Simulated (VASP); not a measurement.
Output of a VASP run:

### OUTCAR
```
 ion  position               nearest neighbor table
   1  0.000  0.000  0.000-
   2  0.500  0.500  0.500-   3 2.10   4 2.10   5 2.10   5 2.10   3 2.10   4 2.10
   3  0.500  0.000  0.500-   2 2.10   2 2.10
   4  0.000  0.500  0.500-   2 2.10   2 2.10
   5  0.500  0.500  0.000-   2 2.10   2 2.10
  LATTYP: Found a simple cubic cell.
 ALAT       =     4.2097806287
 Subroutine PRICEL returns:
 Original cell was already a primitive cell.
 Subroutine GETGRP returns: Found 48 space group operations
The static configuration has the point symmetry O_h .
The dynamic configuration has the point symmetry O_h .
 Subroutine INISYM returns: Found 48 space group operations
 Subroutine IBZKPT returns following result:
 Found     20 irreducible k-points:

 Following reciprocal coordinates:
            Coordinates               Weight
  0.000000  0.000000  0.000000      1.000000
  0.166667  0.000000  0.000000      6.000000
  0.333333  0.000000  0.000000      6.000000
  0.500000  0.000000  0.000000      3.000000
  0.166667  0.166667  0.000000     12.000000
  0.333333  0.166667  0.000000     24.000000
  0.500000  0.166667  0.000000     12.000000
  0.333333  0.333333  0.000000     12.000000
  0.500000  0.333333  0.000000     12.000000
  0.500000  0.500000  0.000000      3.000000
  0.166667  0.166667  0.166667      8.000000
  0.333333  0.166667  0.166667     24.000000
  0.500000  0.166667  0.166667     12.000000
  0.333333  0.333333  0.166667     24.000000
  0.500000  0.333333  0.166667     24.000000
  0.500000  0.500000  0.166667      6.000000
  0.333333  0.333333  0.333333      8.000000
  0.500000  0.333333  0.333333     12.000000
  0.500000  0.500000  0.333333      6.000000
  0.500000  0.500000  0.500000      1.000000
   k-points           NKPTS =     20   k-points in BZ     NKDIM =     20   number of bands    NBANDS=     25
   number of dos      NEDOS =    301   number of ions     NIONS =      5
   total plane-waves  NPLWV =  32768
   dimension x,y,z NGX =    32 NGY =   32 NGZ =   32
   dimension x,y,z NGXF=    64 NGYF=   64 NGZF=   64
   ions per type =               1   1   3
   PREC   = accura    normal or accurate (medium, high low for compatibility)
   ISTART =      0    job   : 0-new  1-cont  2-samecut
   ICHARG =      2    charge: 1-file 2-atom 10-const
   ISPIN  =      1    spin polarized calculation?
   LNONCOLLINEAR =      F non collinear calculations
   LSORBIT =      F    spin-orbit coupling
   INIWAV =      1    electr: 0-lowe 1-rand  2-diag
   ENCUT  =  520.0 eV  38.22 Ry    6.18 a.u.   7.83  7.83  7.83*2*pi/ulx,y,z
   NELM   =    100;   NELMIN=  2; NELMDL= -5     # of ELM steps
   EDIFF  = 0.1E-06   stopping-criterion for ELM
   LREAL  =      F    real-space projection
   NLSPLINE    = F    spline interpolate recip. space projectors
   LMAXMIX     =    4 max onsite mixed and CHGCAR
   VOSKOWN=      0    Vosko Wilk Nusair interpolation
   EDIFFG = 0.1E-05   stopping-criterion for IOM
   NSW    =      0    number of steps for IOM
   NBLOCK =      1;   KBLOCK =      1    inner block; outer block
   IBRION =     -1    ionic relax: 0-MD 1-quasi-New 2-CG
   NFREE  =      0    steps in history (QN), initial steepest desc. (CG)
   ISIF   =      2    stress and relaxation
   ISYM   =      2    0-nonsym 1-usesym 2-fastsym
   TEIN   =    0.0    initial temperature
   TEBEG  =    0.0;   TEEND  =   0.0 temperature during run
   SMASS  =  -3.00    Nose mass-parameter (am)
   PSTRESS=    0.0 pullay stress
   NELECT =      42.0000    total number of electrons
   EFERMI =   0.00;   METHOD = LEGACY
   ISMEAR =     0;   SIGMA  =   0.05  broadening in eV -4-tet -1-fermi 0-gaus
   IALGO  =     38    algorithm
   LDIAG  =      T    sub-space diagonalisation (order eigenvalues)
   IMIX   =      4    mixing-type and parameters
     AMIX     =   0.40;   BMIX     =  1.00
     AMIX_MAG =   1.60;   BMIX_MAG =  1.00
     AMIN     =   0.10
   GGA     = PE    functional components
...
```

**OSZICAR**
```
       N       E                     dE             d eps       ncg     rms          rms(c)
DAV:   1     0.440546313486E+03    0.44055E+03   -0.22745E+04  1000   0.198E+03
DAV:   2     0.143722584822E+02   -0.42617E+03   -0.41556E+03  1216   0.476E+02
DAV:   3    -0.218797198127E+02   -0.36252E+02   -0.36097E+02  1155   0.153E+02
DAV:   4    -0.227271981455E+02   -0.84748E+00   -0.84623E+00  1608   0.216E+01
DAV:   5    -0.227396521079E+02   -0.12454E-01   -0.12449E-01  1295   0.215E+00    0.106E+01
DAV:   6    -0.202646010261E+02    0.24751E+01   -0.92148E+00  1413   0.419E+01    0.604E+00
DAV:   7    -0.203270516215E+02   -0.62451E-01   -0.16223E+00  1032   0.855E+00    0.402E+00
DAV:   8    -0.203384152699E+02   -0.11364E-01   -0.64453E-01  1293   0.147E+01    0.171E+00
DAV:   9    -0.202958812842E+02    0.42534E-01   -0.12095E-01  1564   0.965E+00    0.580E-01
DAV:  10    -0.202936261585E+02    0.22551E-02   -0.71992E-02  1500   0.593E+00    0.268E-01
DAV:  11    -0.202934998702E+02    0.12629E-03   -0.11358E-02  1324   0.127E+00    0.854E-02
DAV:  12    -0.202936278816E+02   -0.12801E-03   -0.42977E-04  1115   0.215E-01    0.942E-02
DAV:  13    -0.202935092249E+02    0.11866E-03   -0.78761E-04  1396   0.890E-01    0.215E-02
DAV:  14    -0.202935155426E+02   -0.63177E-05   -0.13363E-04  1344   0.131E-01    0.398E-03
DAV:  15    -0.202935153267E+02    0.21588E-06   -0.46103E-06  1545   0.370E-02    0.178E-03
DAV:  16    -0.202935152992E+02    0.27531E-07   -0.10534E-06  1195   0.742E-03    0.724E-04
DAV:  17    -0.202935152722E+02    0.27017E-07   -0.49694E-08   588   0.412E-03
   1 F= -.20293515E+02 E0= -.20293515E+02  d E =-.954278E-13
```

OUTCAR:
```
------------------------ aborting loop because EDIFF is reached ----------------------------------------
  FORCE on cell =-STRESS in cart. coord.  units (eV):
  Direction    XX          YY          ZZ          XY          YZ          ZX
  --------------------------------------------------------------------------------------
  Total       -1.6149449     -1.6149449     -1.6149449     -0.0000000      0.0000000     -0.0000000
  in kB      -34.6808620    -34.6808620    -34.6808620     -0.0000000      0.0000000     -0.0000000
  external PRESSURE =     -34.6808620 kB  Pullay stress =       0.0000000 kB
  volume of cell :       74.61
      direct lattice vectors                 reciprocal lattice vectors
     4.209780629  0.000000000  0.000000000     0.237542069  0.000000000  0.000000000
     0.000000000  4.209780629  0.000000000     0.000000000  0.237542069  0.000000000
     0.000000000  0.000000000  4.209780629     0.000000000  0.000000000  0.237542069
 POSITION                                       TOTAL-FORCE (eV/Angst)
 -----------------------------------------------------------------------------------
      0.00000      0.00000      0.00000         0.000000      0.000000      0.000000
      2.10489      2.10489      2.10489         0.000000      0.000000      0.000000
      2.10489      0.00000      2.10489         0.000000      0.000000      0.000000
      0.00000      2.10489      2.10489         0.000000      0.000000      0.000000
      2.10489      2.10489      0.00000         0.000000      0.000000      0.000000
 -----------------------------------------------------------------------------------
    total drift:                                0.000000     -0.000000     -0.000000
  FREE ENERGIE OF THE ION-ELECTRON SYSTEM (eV)
  ---------------------------------------------------
  free  energy   TOTEN  =       -20.2935152722 eV

  energy  without entropy=      -20.2935152722  energy(sigma->0) =      -20.29351527
```
(Selected blocks of OUTCAR.)

### POSCAR
```
KZnF3
1
    4.2097806287     0.0000000000     0.0000000000
    0.0000000000     4.2097806287     0.0000000000
    0.0000000000     0.0000000000     4.2097806287
K Zn F
1 1 3
Direct
  0.0000000000   0.0000000000   0.0000000000
  0.5000000000   0.5000000000   0.5000000000
  0.5000000000   0.0000000000   0.5000000000
  0.0000000000   0.5000000000   0.5000000000
  0.5000000000   0.5000000000   0.0000000000
```

Reconstruct the remaining input files.

One answer among several that fit: the input of the run itself, PBE GGA, plane waves, VASP's PBE PAW potentials (set 64).

INCAR:
```
! general
SYSTEM =KZnF3
PREC   =Accurate
ENCUT  =520   ! plane-wave cut-off (eV)
LREAL  =.False.   ! projection in real space or not
LASPH  =.True.   ! aspherical one-centre terms

! electronic loop
EDIFF  =1E-7
NELM   =100
ALGO   =Normal
LMAXMIX=4   ! l cut-off of mixed one-centre charges

! smearing
ISMEAR =0
SIGMA  =0.05

! functional
GGA    =PE   ! PBE

! ions
ISIF   =2   ! forces and stress, cell fixed

! output
LWAVE  =.False.
LCHARG =.False.
```

File KPOINTS:
```
kpoints
0
gamma
 6 6 6
0 0 0
```

POTCAR, in this order: K_sv Zn F (PBE.64 set). Program: vasp_std.

The compound is KZnF3 in the cubic perovskite structure. This cell is one point of a volume scan, at 1.06 of the reference volume.
